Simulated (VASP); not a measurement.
**MgSn₂ (space group Cm): computed properties**

Calculation: PBEsol GGA, VASP's PBE PAW potentials (set 64) (plane waves; VASP).

For MgSn2, the space group comes out as Cm (8) and the cell comes out as a = 12.1201 Å, b = 3.3507 Å, c = 7.5238 Å, α = γ = 90.00°, β = 105.54°. The volume per atom is 24.53 Å³/atom, the band gap (over mesh and band path) is none (metal, semimetal or under 0.01 eV) and the density comes out as 5.91 g/cm³.

MgSn$_{2}$ is modelled in the monoclinic space group Cm (No. 8), Pearson symbol mS12. Conventional cell: a = 12.120 Å, b = 3.351 Å, c = 7.524 Å, α = γ = 90.00°, β = 105.54°. Mg1 on 2a has 8 Sn at 3.074–3.327 Å and 4 Mg at 3.351–3.390 Å (anticuboctahedral). Mg2 on 2a sees 8 Sn at 3.131–3.390 Å and 4 Mg at 3.351–3.390 Å (anticuboctahedral). Sn1 on 2a has 3 Mg at 3.167–3.270 Å and 9 Sn at 3.223–3.351 Å (anticuboctahedral). Sn2 on 2a is surrounded by 2 Mg at 3.131 Å and 3 Mg at 3.298–3.327 Å and 7 Sn at 3.223–3.351 Å (anticuboctahedral). Sn3 on 2a is coordinated by 3 Mg at 3.074–3.179 Å and 1 Mg at 3.390 Å and 8 Sn at 3.243–3.368 Å. Sn4 on 2a sees 4 Mg at 3.152–3.165 Å and 8 Sn at 3.256–3.368 Å (anticuboctahedral). (Neighbours: up to the widest gap in distance over summed covalent radii, below 1.35, at either atom.)
(The calculation used a cell of 6 atoms; values per cell refer to that cell.)

Unless said otherwise, spin-orbit coupling is left out, though it shifts the bands of the heavy elements here.

The structure comes from a computed database's MgSn2 entry (Cm); how it stands against other phases isn't given here. It was relaxed first, which changed the volume by -6 %. Symmetry was kept, so distortions that lower it aren't found.
